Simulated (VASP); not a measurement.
# ZnSn: structure and properties in VASP, part 2 of 4

Aim: relax ZnSn, then compute properties on the relaxed cell. The cell is invented: it takes the structure of COD entry 9008826, CeZn (space group 221 there), with some of its atoms replaced by other elements, volume scaled by an estimate. It may not be a known or stable phase. Left out of this account: 1 further run (relaxation: it shows nothing beyond the runs told).

VASP 6.6.1, plane waves and PAW; the level of theory is named at each step.

Still holding for the runs below: The k-mesh is coarse for a metal.

So far. Step 3 (Full relaxation (vdW-DF)): It ends with forces that vanish by symmetry and a pressure of 0.00 GPa. The relaxed cell has a = 3.641 Å (conventional setting).

## (4) Second relaxation

Level of this step: vdW-DF; plane waves and PAW (Sn_d, Zn); invented cell (VASP).

The basis stayed that of the start cell while the cell moved. A rerun from the cell reached resets it; the error of the finite cutoff stays. The mesh changes with the cell too.

Contents of INCAR:

```
SYSTEM = ZnSn
PREC = Accurate
ENCUT = 400
EDIFF = 1E-06
NELM = 100
ISMEAR = 1
SIGMA = 0.2
LREAL = .FALSE.
ALGO = Normal
GGA = RE
AGGAC = 0
LUSE_VDW = .TRUE.
LASPH = .TRUE.
NBANDS = 19
LORBIT = 11
LWAVE = .FALSE.
LCHARG = .FALSE.
IBRION = 2
NSW = 60
ISIF = 3
EDIFFG = -0.01
```

Contents of POSCAR:

```
ZnSn
1.0
    3.6411154028      0.0000000000      0.0000000000
    0.0000000000      3.6411154028      0.0000000000
    0.0000000000      0.0000000000      3.6411154028
Sn Zn
1 1
Direct
    0.5000000000      0.5000000000      0.5000000000
    0.0000000000      0.0000000000      0.0000000000
```

Contents of KPOINTS:

```
Automatic mesh
0
Gamma
7 7 7
0 0 0
```

The projector-augmented-wave data sets are Sn_d and Zn (PBE family, release 64).

Run with:

```
$ mpirun -np 1 vasp_std
```

Log:

```text
[... set-up lines as in an earlier step ...]
 entering main loop
       N       E                     dE             d eps       ncg     rms          rms(c)
DAV:   1     0.150904645645E+03    0.15090E+03   -0.12125E+04   768   0.177E+03
DAV:   2     0.141005878280E+02   -0.13680E+03   -0.13470E+03   768   0.333E+02
DAV:   3     0.295179040479E+01   -0.11149E+02   -0.11110E+02   840   0.100E+02
DAV:   4     0.270724303638E+01   -0.24455E+00   -0.24430E+00   891   0.151E+01
DAV:   5     0.270027275771E+01   -0.69703E-02   -0.69701E-02   888   0.253E+00    0.174E+00
DAV:   6     0.274863659334E+01    0.48364E-01   -0.22032E-01   856   0.732E+00    0.136E+00
DAV:   7     0.275269193811E+01    0.40553E-02   -0.19835E-02   832   0.157E+00    0.613E-01
DAV:   8     0.275371152240E+01    0.10196E-02   -0.29576E-03   973   0.630E-01    0.717E-02
DAV:   9     0.275363556913E+01   -0.75953E-04   -0.44123E-04   861   0.186E-01    0.223E-02
DAV:  10     0.275362339360E+01   -0.12176E-04   -0.61504E-05   870   0.765E-02    0.105E-02
DAV:  11     0.275362088290E+01   -0.25107E-05   -0.56041E-06   858   0.183E-02    0.247E-03
DAV:  12     0.275362023663E+01   -0.64627E-06   -0.17587E-06   712   0.137E-02
   1 F= 0.27536202E+01 E0= 0.27561828E+01  d E =0.275362E+01
 curvature:   0.00 expect dE= 0.000E+00 dE for cont linesearch  0.000E+00
 trial: gam= 0.00000 g(F)=  0.000E+00 g(S)=  0.104E-03 ort = 0.000E+00 (trialstep = 0.100E+01)
 search vector abs. value=  0.104E-03
 bond charge predicted
       N       E                     dE             d eps       ncg     rms          rms(c)
DAV:   1     0.275111899982E+01   -0.25019E-02   -0.39886E-02   844   0.337E+00    0.318E-01
DAV:   2     0.275319106691E+01    0.20721E-02   -0.68478E-03   853   0.155E+00    0.117E-01
DAV:   3     0.275349987152E+01    0.30880E-03   -0.41823E-04   988   0.311E-01    0.498E-02
DAV:   4     0.275355657106E+01    0.56700E-04   -0.72783E-05  1119   0.114E-01    0.130E-02
DAV:   5     0.275355991010E+01    0.33390E-05   -0.10539E-05   990   0.464E-02    0.184E-03
DAV:   6     0.275355993603E+01    0.25924E-07   -0.13773E-06   598   0.111E-02
   2 F= 0.27535599E+01 E0= 0.27561536E+01  d E =-.603006E-04
 trial-energy change:   -0.000060  1 .order   -0.000067   -0.000104   -0.000030
 step:   1.3972(harm=  1.3972)  dis= 0.00000  next Energy=     2.753547 (dE=-0.728E-04)
 reached required accuracy - stopping structural energy minimisation
```

The job ended after 24 s (1 MPI rank of Intel Xeon Platinum 8488C (Sapphire Rapids), shared host; peak memory 0.27 GiB).

From OUTCAR (step 4):

```text
  LATTYP: Found a simple cubic cell.
 ALAT       =     3.6411154028

The static configuration has the point symmetry O_h .

 Found     20 irreducible k-points:

   k-points           NKPTS =     20   k-points in BZ     NKDIM =     20   number of bands    NBANDS=     19

   ENCUT  =  400.0 eV  29.40 Ry    5.42 a.u.   5.94  5.94  5.94*2*pi/ulx,y,z

   NELECT =      26.0000    total number of electrons

 E-fermi :   5.1825

 k-point     1 :       0.0000    0.0000    0.0000
  band No.  band energies     occupation
    ...
      7      -2.0540      2.00000
      8      -2.0540      2.00000
      9      -1.9098      2.00000
     10      -1.9098      2.00000
     11      -1.9098      2.00000
     12       5.9978     -0.00000
     13       6.3710     -0.00000
     14       6.3710     -0.00000
     15       6.3710     -0.00000
     16      10.7922      0.00000
    ...

 k-point     2 :       0.1429    0.0000    0.0000
  band No.  band energies     occupation
    ...
      8      -2.0368      2.00000
      9      -1.9256      2.00000
     10      -1.9256      2.00000
     11      -1.9096      2.00000
     12       3.9063      2.00000
     13       6.6408     -0.00000
     14       6.6408     -0.00000
     15       7.4374     -0.00000
     16      10.9768      0.00000
     17      12.4292      0.00000
    ...

Total vdW correction in eV:      4.8913309

  Total       -0.0107906     -0.0107906     -0.0107906      0.0000000      0.0000000      0.0000000
  in kB       -0.3591258     -0.3591258     -0.3591258      0.0000000      0.0000000      0.0000000
  external PRESSURE =      -0.3591258 kB  Pullay stress =       0.0000000 kB

  energy-cutoff  :      400.00
  volume of cell :       48.14
      direct lattice vectors                 reciprocal lattice vectors
     3.637781583 -0.000000000 -0.000000000     0.274892810  0.000000000 -0.000000000
    -0.000000000  3.637781583 -0.000000000     0.000000000  0.274892810 -0.000000000
     0.000000000  0.000000000  3.637781583     0.000000000  0.000000000  0.274892810

 POSITION                                       TOTAL-FORCE (eV/Angst)
 -----------------------------------------------------------------------------------
      1.81889      1.81889      1.81889        -0.000000      0.000000      0.000000
      0.00000      0.00000      0.00000         0.000000     -0.000000      0.000000
 -----------------------------------------------------------------------------------
    total drift:                                0.000000      0.000000     -0.000000

  FREE ENERGIE OF THE ION-ELECTRON SYSTEM (eV)
  ---------------------------------------------------
  free  energy   TOTEN  =         2.7535599360 eV

  energy  without entropy=        2.7613409056  energy(sigma->0) =        2.75615359

Total vdW correction in eV:      4.8913348

 total charge
# of ion       s       p       d       tot
------------------------------------------
    1        1.306   0.861   9.964  12.132
    2        0.685   0.245   9.734  10.664
--------------------------------------------------
tot          1.992   1.106  19.699  22.796

[... 3 parts as in an earlier step ...]

[... 7 further parts left out ...]
```

Little changed from the start: no atom moved by 0.005 Å and no cell edge by 0.1 %.

Numbers from this step:

| Quantity | Value |
| --- | --- |
| irreducible k-points | 20 |
| free energy (TOTEN) | 2.754 eV |
| energy at zero smearing | 2.756 eV |
| Fermi energy | 5.183 eV |
| pressure | -0.03591 GPa |
| SCF cycles over all ionic steps | 18 |

It ends with forces that vanish by symmetry and a pressure of -0.04 GPa.

## (5) Single point with fields (vdW-DF)

A single point on the relaxed cell gives a clean self-consistent state, with density, ELF and potential written out.

INCAR, as its differences from that of step 4:

```diff
@@ -16,6 +16,5 @@
 LWAVE = .FALSE.
-LCHARG = .FALSE.
-IBRION = 2
-NSW = 60
-ISIF = 3
-EDIFFG = -0.01
+LCHARG = .TRUE.
+ISIF = 2
+LELF = .TRUE.
+LVHAR = .TRUE.
```

Contents of POSCAR:

```
ZnSn
1.0
    3.6377815832      0.0000000000      0.0000000000
    0.0000000000      3.6377815832      0.0000000000
    0.0000000000      0.0000000000      3.6377815832
Sn Zn
1 1
Direct
    0.5000000000      0.5000000000      0.5000000000
    0.0000000000      0.0000000000      0.0000000000
```

KPOINTS is that of step 4.

Run with:

```
$ mpirun -np 1 vasp_std
```

Log:

```text
[... set-up lines as in an earlier step ...]
 entering main loop
       N       E                     dE             d eps       ncg     rms          rms(c)
DAV:   1     0.159338171436E+03    0.15934E+03   -0.12257E+04   763   0.180E+03
DAV:   2     0.156673634785E+02   -0.14367E+03   -0.14126E+03   769   0.354E+02
DAV:   3     0.298674904993E+01   -0.12681E+02   -0.12615E+02   863   0.106E+02
DAV:   4     0.270786861563E+01   -0.27888E+00   -0.27877E+00   868   0.163E+01
DAV:   5     0.270008630623E+01   -0.77823E-02   -0.77821E-02   877   0.265E+00    0.175E+00
DAV:   6     0.274867351951E+01    0.48587E-01   -0.22210E-01   852   0.739E+00    0.136E+00
DAV:   7     0.275278430377E+01    0.41108E-02   -0.19626E-02   838   0.158E+00    0.617E-01
DAV:   8     0.275382206838E+01    0.10378E-02   -0.30029E-03   943   0.638E-01    0.717E-02
DAV:   9     0.275374589409E+01   -0.76174E-04   -0.44701E-04   883   0.189E-01    0.223E-02
DAV:  10     0.275373353543E+01   -0.12359E-04   -0.64389E-05   892   0.793E-02    0.108E-02
DAV:  11     0.275373128295E+01   -0.22525E-05   -0.52986E-06   839   0.188E-02    0.270E-03
DAV:  12     0.275373056809E+01   -0.71486E-06   -0.20608E-06   718   0.152E-02
   1 F= 0.27537306E+01 E0= 0.27563252E+01  d E =-.778382E-02
```

Wall time 15 s (1 MPI rank); peak memory 0.27 GiB.

From OUTCAR (step 5):

```text
  LATTYP: Found a simple cubic cell.
 ALAT       =     3.6377815832

The static configuration has the point symmetry O_h .

 Found     20 irreducible k-points:

   ENCUT  =  400.0 eV  29.40 Ry    5.42 a.u.   5.93  5.93  5.93*2*pi/ulx,y,z

   NELECT =      26.0000    total number of electrons

 E-fermi :   5.1823

 k-point     1 :       0.0000    0.0000    0.0000
  band No.  band energies     occupation
    ...
      7      -2.0540      2.00000
      8      -2.0540      2.00000
      9      -1.9098      2.00000
     10      -1.9098      2.00000
     11      -1.9098      2.00000
     12       5.9978     -0.00000
     13       6.3709     -0.00000
     14       6.3709     -0.00000
     15       6.3709     -0.00000
     16      10.7920      0.00000
    ...

 k-point     2 :       0.1429    0.0000    0.0000
  band No.  band energies     occupation
    ...
      8      -2.0368      2.00000
      9      -1.9256      2.00000
     10      -1.9256      2.00000
     11      -1.9095      2.00000
     12       3.9062      2.00000
     13       6.6407     -0.00000
     14       6.6407     -0.00000
     15       7.4373     -0.00000
     16      10.9766      0.00000
     17      12.4290      0.00000
    ...

Total vdW correction in eV:      4.8913302

  Total       -0.0066708     -0.0066708     -0.0066708      0.0000000      0.0000000     -0.0000000
  in kB       -0.2220141     -0.2220141     -0.2220141      0.0000000      0.0000000     -0.0000000
  external PRESSURE =      -0.2220141 kB  Pullay stress =       0.0000000 kB

  energy-cutoff  :      400.00
  volume of cell :       48.14
      direct lattice vectors                 reciprocal lattice vectors
     3.637781583  0.000000000  0.000000000     0.274892810  0.000000000  0.000000000
     0.000000000  3.637781583  0.000000000     0.000000000  0.274892810  0.000000000
     0.000000000  0.000000000  3.637781583     0.000000000  0.000000000  0.274892810

 POSITION                                       TOTAL-FORCE (eV/Angst)
 -----------------------------------------------------------------------------------
      1.81889      1.81889      1.81889         0.000000      0.000000      0.000000
      0.00000      0.00000      0.00000         0.000000      0.000000      0.000000
 -----------------------------------------------------------------------------------
    total drift:                                0.000000      0.000000     -0.000000

  FREE ENERGIE OF THE ION-ELECTRON SYSTEM (eV)
  ---------------------------------------------------
  free  energy   TOTEN  =         2.7537305681 eV

  energy  without entropy=        2.7615143864  energy(sigma->0) =        2.75632517

Total vdW correction in eV:      4.8913244

 total charge
# of ion       s       p       d       tot
------------------------------------------
    1        1.306   0.862   9.964  12.132
    2        0.685   0.245   9.734  10.664
--------------------------------------------------
tot          1.992   1.106  19.698  22.796

[... 5 parts as in an earlier step ...]

[... 5 further parts left out ...]
```

This step gave:

| Quantity | Value |
| --- | --- |
| SCF cycles | 12 |
| Fermi energy | 5.182 eV |
| pressure | -0.02220 GPa |

Valence electrons inside each PAW sphere by angular momentum. Sphere charges, by row:

| atom | s (e) | p (e) | d (e) | tot (e) |
| --- | --- | --- | --- | --- |
| Sn1 | 1.306 | 0.862 | 9.964 | 12.13 |
| Zn2 | 0.685 | 0.245 | 9.734 | 10.66 |

Valence density in the ac plane at fractional y = 0.000, with atoms of Zn within 0.2 Å of it. It is the smooth field of the valence electrons, not physical close to the nuclei.

Values in e/Å³, 14 rows by 14 columns, each cell a mean:
```
14 10  4  1  0  0  0  0  0  0  0  1  5 11
 6  4  2  0  0  0  0  0  0  0  0  1  2  5
 1  1  0  0  0  0  0  0  0  0  0  0  1  1
 0  0  0  0  0  0  0  0  0  0  0  0  0  0
 0  0  0  0  0  0  0  0  0  0  0  0  0  0
 0  0  0  0  0  0  0  0  0  0  0  0  0  0
 0  0  0  0  0  0  0  0  0  0  0  0  0  0
 0  0  0  0  0  0  0  0  0  0  0  0  0  0
 0  0  0  0  0  0  0  0  0  0  0  0  0  0
 0  0  0  0  0  0  0  0  0  0  0  0  0  0
 1  1  0  0  0  0  0  0  0  0  0  0  0  1
 5  3  1  0  0  0  0  0  0  0  0  0  2  4
13  9  3  1  0  0  0  0  0  0  0  1  4 10
18 13  5  1  0  0  0  0  0  0  0  1  6 14
```
Columns run along a (3.6 Å), rows up along c (3.6 Å). Atoms in or near the plane, at fractional coordinates: Zn at (0.00, 0.00).

ELF in the ac plane at fractional y = 0.000, with atoms of Zn within 0.2 Å of it. It is the smooth field of the valence electrons, not physical close to the nuclei.

Values, 14 rows by 14 columns, each cell a mean:
```
0.02 0.03 0.11 0.23 0.23 0.22 0.17 0.14 0.18 0.22 0.23 0.21 0.08 0.02
0.06 0.10 0.19 0.24 0.23 0.22 0.17 0.15 0.18 0.23 0.23 0.24 0.16 0.08
0.19 0.21 0.24 0.23 0.24 0.22 0.17 0.16 0.19 0.23 0.24 0.23 0.24 0.21
0.23 0.23 0.23 0.24 0.24 0.21 0.18 0.18 0.19 0.22 0.25 0.24 0.23 0.23
0.22 0.22 0.23 0.23 0.21 0.20 0.19 0.19 0.19 0.20 0.22 0.23 0.23 0.22
0.18 0.18 0.18 0.19 0.19 0.19 0.19 0.19 0.19 0.19 0.19 0.19 0.18 0.18
0.14 0.14 0.15 0.17 0.18 0.19 0.19 0.19 0.19 0.19 0.18 0.16 0.15 0.14
0.17 0.17 0.17 0.18 0.19 0.19 0.19 0.19 0.19 0.19 0.18 0.17 0.17 0.17
0.22 0.22 0.22 0.22 0.21 0.20 0.19 0.19 0.19 0.20 0.21 0.22 0.22 0.22
0.23 0.23 0.23 0.24 0.24 0.21 0.19 0.18 0.19 0.21 0.24 0.24 0.23 0.23
0.22 0.23 0.24 0.23 0.24 0.22 0.18 0.17 0.19 0.23 0.24 0.23 0.24 0.23
0.09 0.13 0.21 0.24 0.23 0.22 0.17 0.15 0.18 0.23 0.23 0.24 0.19 0.11
0.02 0.04 0.13 0.23 0.23 0.22 0.17 0.14 0.18 0.22 0.23 0.21 0.10 0.03
0.21 0.02 0.09 0.22 0.23 0.22 0.17 0.14 0.18 0.22 0.23 0.19 0.06 0.02
```
Columns run along a (3.6 Å), rows up along c (3.6 Å). Atoms in or near the plane, at fractional coordinates: Zn at (0.00, 0.00).

Electrostatic potential energy in the ac plane at fractional y = 0.000, with atoms of Zn within 0.2 Å of it. With pseudopotentials it is smooth inside the atoms' cores, unlike the true potential.

Ten even steps from '_' (-11 eV) to '@' (3 eV), each cell a mean:
```
::::__..++%%@@@@@@%%++__..::
....__--##@@@@@@@@%%**..__..
____::**%%@@@@@@@@@@##==..__
==++**%%@@@@@@@@@@@@%%##**++
%%%%%%@@@@@@@@@@@@@@@@@@%%%%
@@@@@@@@@@@@@@@@@@@@@@@@@@@@
@@@@@@@@@@@@@@@@@@@@@@@@@@@@
@@@@@@@@@@@@@@@@@@@@@@@@@@@@
%%%%@@@@@@@@@@@@@@@@@@@@@@%%
++**##%%@@@@@@@@@@@@@@%%##++
__..--**%%@@@@@@@@@@%%**--..
..____--##@@@@@@@@%%**::____
::::__..**%%@@@@@@%%++__..::
--::..__++%%@@@@@@%%==__..::
```
Columns run along a (3.6 Å; values clipped at the 3rd and 97th percentile), rows up along c (3.6 Å). Atoms in or near the plane, at fractional coordinates: Zn at (0.00, 0.00).

In this run the pressure is -0.02 GPa, small enough to go on.

[end of part 2 of 4]

[Lines on the potential files, build, host, timing and source positions are cut from VASP's logs without a mark.]

[Logs are printed without paths, hosts, clocks, repeated set-up lines and the standing remarks that a program may print on its own settings, such as how far it seeks lower states.]

[Hosts, paths, dates, database ids (printed as entryN), source tags and the programs' standing remarks are cut or masked in the printed files.]

[A measured line is paired with the nearest computed mode of its activity, which favours agreement.]
